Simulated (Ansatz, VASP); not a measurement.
**Cd4Se3S: VASP beside Ansatz**

Wanted: the spread between two codes on one cell, functional and k mesh. The cell is taken from a series of runs on this material, whose earlier steps may have relaxed, scaled, displaced or heated it; both programs get it as it stands.

Method: plane waves, with VASP 6.6.1 beside it; relaxation of cell and atoms at PBEsol, in Ansatz 0.2.0.

## (1) Set-up

It takes space group Pm (No. 6, monoclinic). The conventional cell has a = 6.918 Å, b = 4.264 Å, c = 7.386 Å, α = 90.00°, β = 90.00°, γ = 90.00°. Cd has 4 Se at 2.61 Å nearest. Cd has 3 Se at 2.61 Å and 1 S at 2.61 Å nearest. Nearest to Cd lie 3 Se at 2.61 Å and 1 S at 2.61 Å. Cd has 2 S at 2.61 Å and 2 Se at 2.61 Å nearest. Nearest to Se lie 4 Cd at 2.61 Å. Nearest to Se lie 4 Cd at 2.61 Å. Farther neighbours and most contacts between anions are not listed.

As a file:

```cif
data_structure
_symmetry_space_group_name_H-M 'P 1'
_symmetry_Int_Tables_number 1
_cell_length_a 8.5284
_cell_length_b 8.5284
_cell_length_c 6.9180
_cell_angle_alpha 90.000
_cell_angle_beta 90.000
_cell_angle_gamma 120.000
_cell_volume 435.76
loop_
_atom_site_label
_atom_site_type_symbol
_atom_site_fract_x
_atom_site_fract_y
_atom_site_fract_z
_atom_site_occupancy
Cd1 Cd 0.16667 0.33333 0.00000 1
Cd2 Cd 0.33333 0.16667 0.50000 1
Cd3 Cd 0.16667 0.83333 0.00000 1
Cd4 Cd 0.33333 0.66667 0.50000 1
Cd5 Cd 0.66667 0.33333 0.00000 1
Cd6 Cd 0.83333 0.16667 0.50000 1
Cd7 Cd 0.66667 0.83333 0.00000 1
Cd8 Cd 0.83333 0.66667 0.50000 1
Se9 Se 0.33333 0.16667 0.12335 1
Se10 Se 0.16667 0.33333 0.62335 1
Se11 Se 0.33333 0.66667 0.12335 1
Se12 Se 0.16667 0.83333 0.62335 1
Se13 Se 0.83333 0.16667 0.12335 1
Se14 Se 0.83333 0.66667 0.12335 1
S15 S 0.66667 0.33333 0.62335 1
S16 S 0.66667 0.83333 0.62335 1
```

## (2) VASP: relaxation of cell and atoms, PBEsol

The relaxed volume is the usual yardstick between codes: in a stiff, nearly cubic crystal its relative difference is about their pressure difference at one cell divided by the bulk modulus.

Lines of VASP's logs that name or quote its potential files are left out, and so is its time.

Input file INCAR:

```
SYSTEM = Cd4Se3S
PREC = Accurate
ENCUT = 500
EDIFF = 1E-07
NELM = 120
ISMEAR = -1
SIGMA = 0.02
LREAL = .FALSE.
ALGO = Normal
GGA = PS
NBANDS = 89
LORBIT = 11
LWAVE = .FALSE.
LCHARG = .FALSE.
ISIF = 3
IBRION = 2
NSW = 80
EDIFFG = -0.005
LASPH = .TRUE.
GGA_COMPAT = .FALSE.
NELMIN = 4
EFERMI = MIDGAP
KPAR = 4
```

Input file POSCAR:

```
Cd4Se3S
1.0
    8.5284421000      0.0000000000      0.0000000000
   -4.2642210500      7.3858475200      0.0000000000
    0.0000000000      0.0000000000      6.9180181900
Cd Se S
8 6 2
Direct
    0.1666666700      0.3333333300      0.0000000000
    0.3333333300      0.1666666700      0.5000000000
    0.1666666700      0.8333333300      0.0000000000
    0.3333333300      0.6666666700      0.5000000000
    0.6666666700      0.3333333300      0.0000000000
    0.8333333300      0.1666666700      0.5000000000
    0.6666666700      0.8333333300      0.0000000000
    0.8333333300      0.6666666700      0.5000000000
    0.3333333300      0.1666666700      0.1233530400
    0.1666666700      0.3333333300      0.6233530400
    0.3333333300      0.6666666700      0.1233530400
    0.1666666700      0.8333333300      0.6233530400
    0.8333333300      0.1666666700      0.1233530400
    0.8333333300      0.6666666700      0.1233530400
    0.6666666700      0.3333333300      0.6233530400
    0.6666666700      0.8333333300      0.6233530400
```

Input file KPOINTS:

```
Automatic mesh
0
Gamma
4 4 4
0 0 0
```

Potentials, in the order of the species: Cd, Se and S (PBE family, release 64).

Started as:

```console
mpirun -np 4 vasp_std
```

Numbers of over 12 decimals in the logs are rounded to 6 here.

Log:

```text
[banner, memory and clock lines left out]
running    4 mpi-ranks, on    1 nodes
 distrk:  each k-point on    1 cores,    4 groups
 distr:  one band on    1 cores,    1 groups

 POSCAR found type information on POSCAR CdSeS
 POSCAR found :  3 types and      16 ions
|                                                                             |
|               ----> ADVICE to this user running VASP <----                  |
|                                                                             |
|     You enforced a specific xc type in the INCAR file but a different       |
|     [... a line on the potential file left out ...]
|     I HOPE YOU KNOW WHAT YOU ARE DOING!                                     |
|                                                                             |

 LDA part: xc-table for (Slater+PW92), standard interpolation
 POSCAR, INCAR and KPOINTS ok, starting setup
 FFT: planning ... GRIDC
 FFT: planning ... GRID_SOFT
 FFT: planning ... GRID
 WAVECAR not read
 entering main loop
       N       E                     dE             d eps       ncg     rms          rms(c)
DAV:   1     0.101998586317E+04    0.10200E+04   -0.66777E+04  4288   0.143E+03
DAV:   2     0.198293232666E+02   -0.10002E+04   -0.96046E+03  4674   0.359E+02
DAV:   3    -0.525255225929E+02   -0.72355E+02   -0.71664E+02  4956   0.923E+01
DAV:   4    -0.537791240506E+02   -0.12536E+01   -0.12489E+01  4815   0.109E+01
DAV:   5    -0.537979366435E+02   -0.18813E-01   -0.18803E-01  4797   0.125E+00    0.181E+01
DAV:   6    -0.506084026470E+02    0.31895E+01   -0.71427E+00  5112   0.150E+01    0.143E+01
DAV:   7    -0.505139242433E+02    0.94478E-01   -0.27843E+00  4678   0.479E+00    0.623E+00
DAV:   8    -0.504875236300E+02    0.26401E-01   -0.40688E-01  4999   0.349E+00    0.882E-01
DAV:   9    -0.504799325042E+02    0.75911E-02   -0.65113E-02  4975   0.159E+00    0.240E-01
DAV:  10    -0.504804188192E+02   -0.48632E-03   -0.53604E-03  4792   0.286E-01    0.144E-01
DAV:  11    -0.504805781750E+02   -0.15936E-03   -0.51758E-04  4919   0.777E-02    0.802E-02
DAV:  12    -0.504807021723E+02   -0.12400E-03   -0.26551E-04  4687   0.458E-02    0.362E-02
DAV:  13    -0.504807145081E+02   -0.12336E-04   -0.30922E-05  4967   0.294E-02    0.157E-02
DAV:  14    -0.504807092052E+02    0.53029E-05   -0.41620E-05  5048   0.296E-02    0.534E-03
DAV:  15    -0.504807107153E+02   -0.15102E-05   -0.62033E-06  4639   0.753E-03    0.480E-03
DAV:  16    -0.504807104934E+02    0.22189E-06   -0.17031E-06  4918   0.532E-03    0.245E-03
DAV:  17    -0.504807105041E+02   -0.10634E-07   -0.28501E-07  3679   0.161E-03
   1 F= -.50480711E+02 E0= -.50480711E+02  d E =-.504807E+02
[... from here on, the cycles between the ionic steps are left out ...]
   2 F= -.50555101E+02 E0= -.50555101E+02  d E =-.743901E-01
  11 F= -.50623915E+02 E0= -.50623915E+02  d E =-.798899E-03
  12 F= -.50624234E+02 E0= -.50624234E+02  d E =-.318537E-03
  13 F= -.50624465E+02 E0= -.50624465E+02  d E =-.549433E-03
  14 F= -.50624618E+02 E0= -.50624618E+02  d E =-.153482E-03
  15 F= -.50624840E+02 E0= -.50624840E+02  d E =-.375417E-03
  16 F= -.50624851E+02 E0= -.50624851E+02  d E =-.386499E-03
  17 F= -.50624899E+02 E0= -.50624899E+02  d E =-.473263E-04
  18 F= -.50624935E+02 E0= -.50624935E+02  d E =-.836227E-04
  19 F= -.50624954E+02 E0= -.50624954E+02  d E =-.187933E-04
 trial-energy change:   -0.000019  1 .order   -0.000019   -0.000024   -0.000014
 step:   1.9413(harm=  1.9413)  dis= 0.00101  next Energy=   -50.624963 (dE=-0.281E-04)
 bond charge predicted
       N       E                     dE             d eps       ncg     rms          rms(c)
DAV:   1    -0.506249642600E+02   -0.10439E-04   -0.20308E-02  4276   0.459E-01    0.332E-02
DAV:   2    -0.506249673858E+02   -0.31257E-05   -0.19019E-04  4895   0.535E-02    0.138E-02
DAV:   3    -0.506249651141E+02    0.22717E-05   -0.53775E-06  4813   0.949E-03    0.965E-03
DAV:   4    -0.506249636729E+02    0.14412E-05   -0.14326E-06  4856   0.512E-03    0.362E-03
DAV:   5    -0.506249633089E+02    0.36401E-06   -0.24360E-07  3386   0.209E-03    0.104E-03
DAV:   6    -0.506249632535E+02    0.55392E-07   -0.21916E-08  2346   0.760E-04
  20 F= -.50624963E+02 E0= -.50624963E+02  d E =-.282688E-04
 curvature:  -1.66 expect dE=-0.116E-04 dE for cont linesearch -0.218E-08
 trial: gam= 0.20716 g(F)=  0.440E-05 g(S)=  0.256E-05 ort = 0.255E-06 (trialstep = 0.105E+01)
 search vector abs. value=  0.920E-05
 reached required accuracy - stopping structural energy minimisation
```

OUTCAR, selected parts (step 2):

```text
ion  position               nearest neighbor table
   1  0.167  0.333  0.000-   9 2.61  10 2.61  13 2.61  11 2.61
   2  0.333  0.167  0.500-  10 2.61   9 2.61  15 2.61  12 2.61
   3  0.167  0.833  0.000-  11 2.61  12 2.61  14 2.61   9 2.61
   4  0.333  0.667  0.500-  12 2.61  11 2.61  16 2.61  10 2.61
   5  0.667  0.333  0.000-  13 2.61  15 2.61   9 2.61  14 2.61
   6  0.833  0.167  0.500-  15 2.61  13 2.61  10 2.61  16 2.61
   7  0.667  0.833  0.000-  14 2.61  16 2.61  11 2.61  13 2.61
   8  0.833  0.667  0.500-  16 2.61  14 2.61  12 2.61  15 2.61
   9  0.333  0.167  0.123-   1 2.61   2 2.61   5 2.61   3 2.61
  10  0.167  0.333  0.623-   2 2.61   1 2.61   6 2.61   4 2.61
  11  0.333  0.667  0.123-   3 2.61   4 2.61   7 2.61   1 2.61
  12  0.167  0.833  0.623-   4 2.61   3 2.61   8 2.61   2 2.61
  13  0.833  0.167  0.123-   5 2.61   6 2.61   1 2.61   7 2.61
  14  0.833  0.667  0.123-   7 2.61   8 2.61   3 2.61   5 2.61
  15  0.667  0.333  0.623-   6 2.61   5 2.61   2 2.61   8 2.61
  16  0.667  0.833  0.623-   8 2.61   7 2.61   4 2.61   6 2.61

  LATTYP: Found a hexagonal cell.
 ALAT       =     8.5284421000
 C/A-ratio  =     0.8111702124

 Subroutine GETGRP returns: Found  2 space group operations
 (whereof  2 operations were pure point group operations)

The static configuration has the point symmetry C_1h.

 Found     24 irreducible k-points:

   k-points           NKPTS =     24   k-points in BZ     NKDIM =     24   number of bands    NBANDS=     89

   dimension x,y,z NGX =    64 NGY =   64 NGZ =   50
   dimension x,y,z NGXF=   128 NGYF=  128 NGZF=  100

   ENCUT  =  500.0 eV  36.75 Ry    6.06 a.u.  15.55 15.55 12.61*2*pi/ulx,y,z

   NELECT =     144.0000    total number of electrons

 k-points in reciprocal lattice and weights: Automatic mesh
   0.00000000  0.00000000  0.00000000       0.016
   0.25000000 -0.00000000  0.00000000       0.031
   0.00000000  0.25000000  0.00000000       0.062
   0.50000000 -0.00000000  0.00000000       0.016
   0.00000000  0.50000000  0.00000000       0.031
   0.25000000  0.25000000  0.00000000       0.062
  -0.25000000  0.50000000  0.00000000       0.031
   0.00000000  0.00000000  0.25000000       0.031
   0.25000000 -0.00000000  0.25000000       0.031
[...]
0.25000000  0.25000000  0.50000000       0.062
  -0.25000000  0.50000000  0.50000000       0.031

 average (electrostatic) potential at core
       1 -39.7142       2 -39.7569       3 -39.7142       4 -39.7569       5 -39.7368
       6 -39.8086       7 -39.7368       8 -39.8086       9 -56.2493      10 -56.2866
      11 -56.2493      12 -56.2866      13 -56.2760      14 -56.2760      15 -89.9100
      16 -89.9100

 E-fermi :   1.2223

 k-point     1 :       0.0000    0.0000    0.0000
  band No.  band energies     occupation
    ...
     68       0.1546      2.00000
     69       0.2494      2.00000
     70       0.8113      2.00000
     71       0.8926      2.00000
     72       0.9225      2.00000
     73       1.5176      0.00000
     74       3.1069      0.00000
     75       4.0725      0.00000
     76       4.0774      0.00000
     77       4.0978      0.00000
    ...

 k-point     2 :       0.2500   -0.0000    0.0000
  band No.  band energies     occupation
    ...
     68      -0.1226      2.00000
     69      -0.1030      2.00000
     70       0.2687      2.00000
     71       0.7045      2.00000
     72       0.8138      2.00000
     73       2.4631      0.00000
     74       3.7409      0.00000
     75       3.9916      0.00000
     76       4.3123      0.00000
     77       4.4717      0.00000
    ...

 k-point     3 :       0.0000    0.2500    0.0000
  band No.  band energies     occupation
    ...
     68      -0.1090      2.00000
     69      -0.0248      2.00000
     70       0.2352      2.00000
     71       0.7015      2.00000
     72       0.7822      2.00000
     73       2.4656      0.00000
     74       3.7508      0.00000
     75       3.9584      0.00000
     76       4.2941      0.00000
     77       4.4841      0.00000
    ...

  Total       -0.0053091     -0.0032230     -0.0256517     -0.0018067      0.0042638      0.0073850
  in kB       -0.0193964     -0.0117747     -0.0937158     -0.0066006      0.0155772      0.0269802
  external PRESSURE =      -0.0416290 kB  Pullay stress =       0.0000000 kB

  energy-cutoff  :      500.00
  volume of cell :      438.55
      direct lattice vectors                 reciprocal lattice vectors
     8.531376781  0.002709501  0.001264549     0.117192890  0.067661347 -0.000023009
    -4.263341894  7.384324777  0.000000000    -0.000042999  0.135397170 -0.000011505
     0.001024863  0.000591705  6.959928927    -0.000021293 -0.000012293  0.143679632

 POSITION                                       TOTAL-FORCE (eV/Angst)
 -----------------------------------------------------------------------------------
     -0.00411      2.45907      0.02327        -0.001814     -0.001047     -0.002040
      2.19212      1.26562      3.51748        -0.000758     -0.000438      0.003889
     -2.13579      6.15123      0.02327        -0.001814     -0.001047     -0.002040
      0.06044      4.95778      3.51748        -0.000758     -0.000438      0.003889
      4.27220      2.46656      6.85640         0.000836      0.000483      0.000062
      6.34210      1.20017      3.51232        -0.002168     -0.001252      0.000415
      2.14053      6.15872      6.85640         0.000836      0.000483      0.000062
      4.21042      4.89233      3.51232        -0.002168     -0.001252      0.000415
      2.15890      1.24644      0.87732        -0.000083     -0.000048     -0.000352
     -0.01128      2.45493      4.34473         0.001216      0.000702      0.001136
      0.02723      4.93860      0.87732        -0.000083     -0.000048     -0.000352
     -2.14295      6.14709      4.34473         0.001216      0.000702      0.001136
      6.37425      1.21874      0.86536         0.001663      0.000960     -0.001225
      4.24258      4.91090      0.86536         0.001663      0.000960     -0.001225
      4.27823      2.47004      4.32208         0.001109      0.000640     -0.001884
      2.14656      6.16220      4.32208         0.001109      0.000640     -0.001884
 -----------------------------------------------------------------------------------
    total drift:                               -0.000847     -0.000470     -0.003965

  FREE ENERGIE OF THE ION-ELECTRON SYSTEM (eV)
  ---------------------------------------------------
  free  energy   TOTEN  =       -50.6249632535 eV

  energy  without entropy=      -50.6249632457  energy(sigma->0) =      -50.62496325

 reached required accuracy - stopping structural energy minimisation

 total charge
# of ion       s       p       d       tot
------------------------------------------
    1        0.449   0.323   9.550  10.323
    2        0.442   0.316   9.553  10.311
    3        0.449   0.323   9.550  10.323
    4        0.442   0.316   9.553  10.311
    5        0.444   0.322   9.553  10.319
    6        0.433   0.306   9.555  10.295
    7        0.444   0.322   9.553  10.319
    8        0.433   0.306   9.555  10.295
    9        1.445   2.383   0.023   3.851
   10        1.445   2.377   0.022   3.844
   11        1.445   2.383   0.023   3.851
   12        1.445   2.377   0.022   3.844
   13        1.445   2.381   0.023   3.849
   14        1.445   2.381   0.023   3.849
   15        1.320   2.360   0.000   3.680
   16        1.320   2.360   0.000   3.680
--------------------------------------------------
tot         14.846  21.540  76.557 112.943

[... 3 further parts left out ...]
```

The run keeps the 2 symmetry operations of its start, so it cannot find a distortion of lower symmetry.

(Continued in part 2 of 2.)

[Lines on the potential files, build, host, timing and source positions are cut from VASP's logs without a mark.]

[Logs are printed without paths, hosts, clocks, repeated set-up lines and the standing remarks that a program may print on its own settings, such as how far it seeks lower states.]

[Hosts, paths, dates, database ids (printed as entryN), source tags and the programs' standing remarks are cut or masked in the printed files.]
